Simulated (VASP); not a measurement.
```
CELL_PARAMETERS angstrom
      4.22445     2.11033     2.11033
      2.11033     4.22445     2.11033
      2.11033     2.11033     4.22445
ATOMIC_POSITIONS crystal
  Ni 0.00000 0.00000 0.00000
  Ni 0.50000 0.50000 0.50000
  O  0.25000 0.25000 0.25000
  O  0.75000 0.75000 0.75000
```
Starting moments (μB, in the order of the record's atoms Ni Ni O O): 2.0 -2.0 0.0 0.0.

These are revPBE GGA, VASP's PBE PAW potentials (set 64) (plane waves; VASP) values and carry that method's errors. Settings: 520 eV cut-off, 8×8×8 Γ-centred mesh, Gaussian smearing of 0.050 eV, potentials Ni O.

Estimate the cell moment, energy per atom (σ→0).

- cell moment: 0.00 μB
- energy per atom (σ→0): -530.9 kJ/mol of atoms

Give the moment on each site (PAW-sphere projection).

```json
[
 {"site": "Ni1", "moment (μB)": "1.38"},
 {"site": "Ni2", "moment (μB)": "-1.38"},
 {"site": "O3", "moment (μB)": "0.00"},
 {"site": "O4", "moment (μB)": "0.00"}
]
```

The absolute energy has meaning only against runs of the same code, potentials and settings.

The compound is NiO in the rock salt, AFM-II order structure. It was relaxed first. The start is the result of an earlier pass.
